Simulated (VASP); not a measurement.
Here is a VASP 6.6.1 calculation.

File INCAR:

```
  PREC = Accurate
  ENCUT = 520
  EDIFF = 1E-7
  ISMEAR = 0
  SIGMA = 0.1
  LREAL = F
  LASPH = T
  NELM = 80
  ALGO = Normal
  ISIF = 3
  LWAVE = F
  LCHARG = F
  GGA = PS
  IBRION = 2
  NSW = 80
  EDIFFG = -0.002
  PSTRESS = 750.0
```

KPOINTS

```
regular mesh
0
Gamma
  21 21 12
```

The input POSCAR:

```
Hf                                      
1.0
    2.7540728551      0.0000000000     -0.0000000000
   -1.3770364275      2.3850970656      0.0000000000
    0.0000000000      0.0000000000      4.5591394833
  Hf            
     2
Direct
     0.3333333300000021    0.6666666699999979    0.2500000000000000
     0.6666666699999979    0.3333333300000021    0.7500000000000000
```

Potentials or basis: VASP PAW PBE potentials, release 64 (Hf_pv).

The run is started by

```console
$ cat potpaw_PBE.64/Hf_pv/POTCAR > POTCAR
$ mpirun -np 1 vasp_std > vasp.out
```

Task: What does it give for the band gap on the k mesh?

Result: None (metal or under the smearing width).

Final structure:
```cif
data_structure
_symmetry_space_group_name_H-M 'P 1'
_symmetry_Int_Tables_number 1
_cell_length_a 2.7541
_cell_length_b 2.7541
_cell_length_c 4.5591
_cell_angle_alpha 90.000
_cell_angle_beta 90.000
_cell_angle_gamma 120.000
_cell_volume 29.95
loop_
_atom_site_label
_atom_site_type_symbol
_atom_site_fract_x
_atom_site_fract_y
_atom_site_fract_z
_atom_site_occupancy
Hf1 Hf 0.33333 0.66667 0.25000 1
Hf2 Hf 0.66667 0.33333 0.75000 1
```

Caveat: the relaxation stopped at its first step, so nothing moved. The run has no spin-orbit coupling, so splittings on Hf are missing.
